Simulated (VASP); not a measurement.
```
CELL_PARAMETERS angstrom
     -2.47386     2.47386     2.47386
      2.47386    -2.47386     2.47386
      2.47386     2.47386    -2.47386
ATOMIC_POSITIONS crystal
  K  0.00000 0.00000 0.00000
```

Level of theory: PBE GGA, VASP's PBE PAW potentials (set 64) (plane waves; VASP 6.6.1). Run with 480 eV cut-off, 10×10×10 Γ-centred mesh, first-order Methfessel-Paxton smearing of 0.10 eV, potentials K_sv.

### Question
Estimate the energy per atom (σ→0), pressure, band gap (on the k-mesh) with the smallest direct gap where there is one.

### Answer

- band gap (on the k-mesh) = none (metal, semimetal or under 0.01 eV)
- energy per atom (σ→0) = -1.007 eV/atom
- pressure = 1.02 GPa

Total energies compare only between runs with the same potentials, cut-off and functional.

The compound is K in the bcc structure. It was relaxed first under an external pressure of 1 GPa.
